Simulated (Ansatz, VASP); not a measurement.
# Ga3CuAs3Cl: VASP beside Ansatz, part 2 of 2

One calculation is typed for both programs; each brings its own data sets. How far apart do they land? The cell is generated by rule, not measured, and may not be a known phase. The cell is taken from a series of runs on this material, whose earlier steps may have relaxed, scaled, displaced or heated it; both programs get it as it stands.

VASP 6.6.1 and Ansatz 0.2.0.

So far. Step 2 (VASP: single point, PBEsol, pair 1): The run ends at a pressure of 1.67 GPa, with forces up to 0.91 eV/Å. Step 3 (Ansatz: single point, PBEsol, pair 1): The run ends at a pressure of 1.47 GPa, with forces up to 0.90 eV/Å.

## 5. Ansatz: single point, PBEsol, pair 2

Level of this step: Ansatz beside VASP: Kohn-Sham DFT, plane waves, PBEsol (Ansatz).

A single point takes one fixed geometry, so differences don't come from the geometry; what else differs is listed under the comparison. The cell compared in this pair holds 180.10 Å³, against 174.68 Å³ for the pair before.

The cell is taken from a series of runs on this material, whose earlier steps may have relaxed, scaled, displaced or heated it; both programs get it as it stands.

input.yaml reads:

```yaml
crystal:
  lattice:
    - [2.8244914758, 2.8244914758, 0.0]
    - [-2.8797628627, 2.8797628627, 0.0]
    - [0.0, 0.0, 11.0712925074]
  atoms:
    - { symbol: As, position: [0.5, 0.0, 0.1222399209] }
    - { symbol: As, position: [0.0, 0.5, 0.3778758987] }
    - { symbol: As, position: [0.5, 0.0, 0.6327921183] }
    - { symbol: Cl, position: [0.0, 0.5, 0.8784198061] }
    - { symbol: Cu, position: [0.5, 0.5, 0.7279564264] }
    - { symbol: Ga, position: [0.0, 0.0, 0.9990370141] }
    - { symbol: Ga, position: [0.5, 0.5, 0.2533311895] }
    - { symbol: Ga, position: [0.0, 0.0, 0.5083476258] }
kpoints:
  mp_grid: { grid: [12, 12, 4] }
hamiltonian:
  xc: pbesol
scf:
  occupations: { method: methfessel_paxton, width: 0.2 }
output:
  forces: true
  stress: true
  eigenvalues: true
```

On the command line:

```console
$ ansatz run input.yaml --threads 8 --pin off --max-ram 14336MiB --backend cpu --events-out ev --progress --plain --runs-dir out
```

Numbers of over 12 decimals in the logs are rounded to 6 here.

The program printed:

```text
[...]
Crystal: 8 atoms, lattice volume = 180.105 Å³
Basis set: ecut = 420 eV, 3521 PW (Γ), exchange–correlation on 54×60×150 points (8 copies of the dense FFT grid, shifted against one another)
Bands: 66, of which v1, the nominal top of the filled ones, is band 55 counted from 1 (54 counted from 0)
Symmetry: 4 space group operations
[...]
k-point 0: bands = [... 51 lower, 6.4161, 7.0313, 7.4015, 7.5710, 8.3037, 8.9071, 8.9448, 9.7286, ... 7 higher]
  k-point 1: bands = [... 51 lower, 6.4584, 6.6511, 7.3254, 8.0395, 8.2399, 8.8541, 8.9770, 9.6957, ... 7 higher]
  k-point 2: bands = [... 51 lower, 6.5018, 6.5257, 7.2315, 8.1763, 8.3960, 8.7635, 9.0390, 9.6710, ... 7 higher]
  k-point 146: bands = [... 51 lower, 5.8399, 5.9834, 6.1473, 6.3184, 9.0451, 9.2725, 10.1139, 10.2171, ... 7 higher]
[key lines of the parts left out:]
SCF converged after 9 iterations
Free energy (F): -33319.808478 eV
Fermi energy:    8.046148 eV
P = ⅓ Tr σ = 0.0000 GPa (0.000 kbar)
```

The run ends at a pressure of 0.00 GPa, with forces up to 7.0e-4 eV/Å.

## 6. VASP: single point, PBEsol, pair 2

The same cell, functional, mesh and smearing now go to VASP, with its own data sets.

INCAR reads:

```
SYSTEM = Ga3CuAs3Cl
PREC = Accurate
ENCUT = 600
EDIFF = 1E-06
NELM = 120
ISMEAR = 1
SIGMA = 0.2
LREAL = .FALSE.
ALGO = Normal
GGA = PS
NBANDS = 44
LASPH = .TRUE.
LORBIT = 11
LWAVE = .FALSE.
LCHARG = .FALSE.
ISIF = 2
GGA_COMPAT = .FALSE.
KPAR = 2
```

POSCAR reads:

```
Ga3CuAs3Cl
1.0
    2.8244914758      2.8244914758      0.0000000000
   -2.8797628627      2.8797628627      0.0000000000
    0.0000000000      0.0000000000     11.0712925074
As Cl Cu Ga
3 1 1 3
Direct
    0.5000000000      0.0000000000      0.1222399209
    0.0000000000      0.5000000000      0.3778758987
    0.5000000000      0.0000000000      0.6327921183
    0.0000000000      0.5000000000      0.8784198061
    0.5000000000      0.5000000000      0.7279564264
    0.0000000000      0.0000000000      0.9990370141
    0.5000000000      0.5000000000      0.2533311895
    0.0000000000      0.0000000000      0.5083476258
```

KPOINTS reads:

```
Automatic mesh
0
Gamma
12 12 4
0 0 0
```

The projector-augmented-wave data sets are As, Cl, Cu and Ga_d (PBE family, release 64).

On the command line:

```console
$ mpirun -np 2 vasp_std
```

The program printed:

```text
[banner, memory and clock lines left out]
running    2 mpi-ranks, on    1 nodes
[...]
[... a notice as in an earlier step ...]

 LDA part: xc-table for (Slater+PW92), standard interpolation
 POSCAR, INCAR and KPOINTS ok, starting setup
[...]
entering main loop
       N       E                     dE             d eps       ncg     rms          rms(c)
DAV:   1     0.705475026356E+03    0.70548E+03   -0.34921E+04 13700   0.246E+03
DAV:   2     0.968969470704E+02   -0.60858E+03   -0.59108E+03 13272   0.624E+02
DAV:   3    -0.247113695773E+02   -0.12161E+03   -0.11758E+03 15484   0.209E+02
DAV:   4    -0.348812701183E+02   -0.10170E+02   -0.10006E+02 18220   0.575E+01
[...]
DAV:  16    -0.332479769288E+02    0.71422E-05   -0.50100E-05 15560   0.123E-01    0.414E-03
DAV:  17    -0.332479784362E+02   -0.15075E-05   -0.13427E-05 12552   0.158E-02    0.601E-03
DAV:  18    -0.332479781670E+02    0.26921E-06   -0.50974E-07  8168   0.751E-03
   1 F= -.33247978E+02 E0= -.33247166E+02  d E =-.243718E-02
```

Parts of OUTCAR (step 6):

```text
  Total        0.1470573      0.1470573      0.1269447     -0.0137924      0.0000000      0.0000000
  in kB        1.3081927      1.3081927      1.1292750     -0.1226948      0.0000000      0.0000000
  external PRESSURE =       1.2485535 kB  Pullay stress =       0.0000000 kB

 POSITION                                       TOTAL-FORCE (eV/Angst)
 -----------------------------------------------------------------------------------
      1.41225      1.41225      1.35335        -0.000000     -0.000000      0.002358
     -1.43988      1.43988      4.18357        -0.000000     -0.000000      0.003357
      1.41225      1.41225      7.00583        -0.000000     -0.000000     -0.014606
     -1.43988      1.43988      9.72524        -0.000000     -0.000000      0.005952
     -0.02764      2.85213      8.05942         0.000000      0.000000      0.015296
      0.00000      0.00000     11.06063        -0.000000     -0.000000     -0.006863
     -0.02764      2.85213      2.80470         0.000000      0.000000     -0.003810
      0.00000      0.00000      5.62807        -0.000000     -0.000000     -0.001685
 -----------------------------------------------------------------------------------
    total drift:                               -0.000000      0.000000     -0.002173

  FREE ENERGIE OF THE ION-ELECTRON SYSTEM (eV)
  ---------------------------------------------------
  free  energy   TOTEN  =       -33.2479781670 eV

  energy  without entropy=      -33.2455409842  energy(sigma->0) =      -33.24716577

[... 3 further parts left out ...]
[key lines of the parts left out:]
E-fermi :   4.0829
```

The run ends at a pressure of 0.12 GPa, with forces up to 0.015 eV/Å.

## 7. Differences

What differs besides the data sets and the points named for the pairs above, as far as they apply: the data sets hold 110 valence electrons in Ansatz (on its default PAW (the set named soft_2) files) and 72 in VASP. Total energies have different zeros and are not compared.

The two programs side by side:

| quantity | Ansatz | VASP | difference |
| --- | --- | --- | --- |
| pressure (GPa) | 0.00 | 0.12 | -0.12 |

The largest component of a force difference here is 15 meV/Å.

## 8. VASP: single point, PBEsol, pair 3

A single point takes one fixed geometry, so differences don't come from the geometry; what else differs is listed under the comparison.

INCAR is that of step 6.

POSCAR reads:

```
Ga3CuAs3Cl
1.0
    2.8244914758      2.8244914758      0.0000000000
   -2.8797628627      2.8797628627      0.0000000000
    0.0000000000      0.0000000000     11.0712925074
As Cl Cu Ga
3 1 1 3
Direct
    0.4991419770      0.0000000000      0.1222399209
    0.9994518872      0.5000000000      0.3778758987
    0.4984289773      0.0000000000      0.6327921183
    0.9944180876      0.5000000000      0.8784198061
    0.5100139340      0.5000000000      0.7279564264
    0.9990075944      0.0000000000      0.9990370141
    0.4993923974      0.5000000000      0.2533311895
    0.9985104509      0.0000000000      0.5083476258
```

KPOINTS is that of step 6.

On the command line:

```console
$ mpirun -np 2 vasp_std
```

The program printed:

```text
[... set-up lines as in an earlier step ...]
 entering main loop
       N       E                     dE             d eps       ncg     rms          rms(c)
DAV:   1     0.710142962071E+03    0.71014E+03   -0.34888E+04 16920   0.245E+03
DAV:   2     0.982178546246E+02   -0.61193E+03   -0.59438E+03 16392   0.626E+02
DAV:   3    -0.245143070323E+02   -0.12273E+03   -0.11861E+03 19356   0.210E+02
DAV:   4    -0.348481290800E+02   -0.10334E+02   -0.10164E+02 22248   0.579E+01
[...]
DAV:  16    -0.332483500412E+02    0.70083E-05   -0.53890E-05 19136   0.128E-01    0.469E-03
DAV:  17    -0.332483514497E+02   -0.14086E-05   -0.13366E-05 15204   0.179E-02    0.578E-03
DAV:  18    -0.332483511671E+02    0.28262E-06   -0.53829E-07 10116   0.763E-03
   1 F= -.33248351E+02 E0= -.33247548E+02  d E =-.241091E-02
```

From OUTCAR (step 8):

```text
  Total        0.1494869      0.1494869      0.1354381     -0.0048010     -0.0253105     -0.0253106
  in kB        1.3298066      1.3298066      1.2048309     -0.0427090     -0.2251574     -0.2251580
  external PRESSURE =       1.2881480 kB  Pullay stress =       0.0000000 kB

 POSITION                                       TOTAL-FORCE (eV/Angst)
 -----------------------------------------------------------------------------------
      1.40982      1.40982      1.35335        -0.001392     -0.001392      0.002491
      1.38306      4.26282      4.18357        -0.000914     -0.000914      0.003219
      1.40781      1.40781      7.00583        -0.003290     -0.003290     -0.012313
      1.36884      4.24861      9.72524        -0.001464     -0.001464      0.006831
      0.00065      2.88041      8.05942         0.011639      0.011639      0.011716
      2.82169      2.82169     11.06063        -0.001527     -0.001527     -0.005990
     -0.02935      2.85041      2.80470        -0.000967     -0.000967     -0.003681
      2.82028      2.82028      5.62807        -0.002086     -0.002086     -0.002273
 -----------------------------------------------------------------------------------
    total drift:                                0.000282      0.000282     -0.002171

  FREE ENERGIE OF THE ION-ELECTRON SYSTEM (eV)
  ---------------------------------------------------
  free  energy   TOTEN  =       -33.2483511671 eV

  energy  without entropy=      -33.2459402549  energy(sigma->0) =      -33.24754753

[... 1 part as in an earlier step ...]

[... 2 further parts left out ...]
[key lines of the parts left out:]
E-fermi :   4.0830
```

The run ends at a pressure of 0.13 GPa, with forces up to 0.020 eV/Å.

## 9. Ansatz: single point, PBEsol, pair 3

The same cell, functional, mesh and smearing now go to Ansatz, which takes its cutoff from its data sets.

The cell is taken from a series of runs on this material, whose earlier steps may have relaxed, scaled, displaced or heated it; both programs get it as it stands.

input.yaml, the sections that differ from step 5:

```yaml
crystal:
  lattice:
    - [2.8244914758, 2.8244914758, 0.0]
    - [-2.8797628627, 2.8797628627, 0.0]
    - [0.0, 0.0, 11.0712925074]
  atoms:
    - { symbol: As, position: [0.499141977, 0.0, 0.1222399209] }
    - { symbol: As, position: [-0.0005481128, 0.5, 0.3778758987] }
    - { symbol: As, position: [0.4984289773, 0.0, 0.6327921183] }
    - { symbol: Cl, position: [-0.0055819124, 0.5, 0.8784198061] }
    - { symbol: Cu, position: [0.510013934, 0.5, 0.7279564264] }
    - { symbol: Ga, position: [-0.0009924056, 0.0, 0.9990370141] }
    - { symbol: Ga, position: [0.4993923974, 0.5, 0.2533311895] }
    - { symbol: Ga, position: [-0.0014895491, 0.0, 0.5083476258] }
# kpoints, hamiltonian, scf, output: as in step 5
```

On the command line:

```console
$ ansatz run input.yaml --threads 8 --pin off --max-ram 14336MiB --backend cpu --events-out ev --progress --plain --runs-dir out
```

The program printed:

```text
[...]
Crystal: 8 atoms, lattice volume = 180.105 Å³
Basis set: ecut = 420 eV, 3521 PW (Γ), exchange–correlation on 54×60×150 points (8 copies of the dense FFT grid, shifted against one another)
Bands: 66, of which v1, the nominal top of the filled ones, is band 55 counted from 1 (54 counted from 0)
Symmetry: 2 space group operations
[...]
k-point 0: bands = [... 51 lower, 6.4156, 7.0277, 7.3975, 7.5769, 8.3035, 8.9068, 8.9453, 9.7301, ... 7 higher]
  k-point 1: bands = [... 51 lower, 6.4582, 6.6498, 7.3243, 8.0410, 8.2394, 8.8549, 8.9770, 9.6967, ... 7 higher]
  k-point 2: bands = [... 51 lower, 6.5019, 6.5252, 7.2315, 8.1755, 8.3964, 8.7651, 9.0391, 9.6719, ... 7 higher]
  k-point 181: bands = [... 51 lower, 5.8390, 5.9817, 6.1494, 6.3159, 9.0444, 9.2718, 10.1143, 10.2170, ... 7 higher]
[key lines of the parts left out:]
SCF converged after 9 iterations
Free energy (F): -33319.808940 eV
Fermi energy:    8.046183 eV
P = ⅓ Tr σ = 0.0015 GPa (0.015 kbar)
```

The run ends at a pressure of 0.00 GPa, with forces up to 0.018 eV/Å.

## 10. Differences

What differs besides the data sets and the points named for the pairs above, as far as they apply: the data sets hold 110 valence electrons in Ansatz (on its default PAW (the set named soft_2) files) and 72 in VASP. Total energies have different zeros and are not compared.

The two programs side by side:

| quantity | Ansatz | VASP | difference |
| --- | --- | --- | --- |
| pressure (GPa) | 0.00 | 0.13 | -0.13 |

The largest component of a force difference here is 14 meV/Å.

## 11. What came out

- r.m.s. force difference (single point, PBEsol, pair 1): 1.2 % of the r.m.s. force
- difference in pressure (single point, PBEsol, pair 2): -0.12 GPa
- difference in pressure (single point, PBEsol, pair 3): -0.13 GPa

**Reading.** The r.m.s. force difference is 1.2 % of the r.m.s. force (single point, PBEsol, pair 1), within the 3 % picked in this series as the mark of a large difference. The data sets hold unlike numbers of valence electrons (110 in Ansatz and 72 in VASP), so part of the differences may come from the potentials. 1 further pair of this series is not shown here. Such differences can come from data sets, numerical settings and the points named under the comparisons, not from the functional's error against experiment.

[Lines on the potential files, build, host, timing and source positions are cut from VASP's logs without a mark.]

[Logs are printed without paths, hosts, clocks, repeated set-up lines and the standing remarks that a program may print on its own settings, such as how far it seeks lower states.]

[Hosts, paths, dates, database ids (printed as entryN), source tags and the programs' standing remarks are cut or masked in the printed files.]
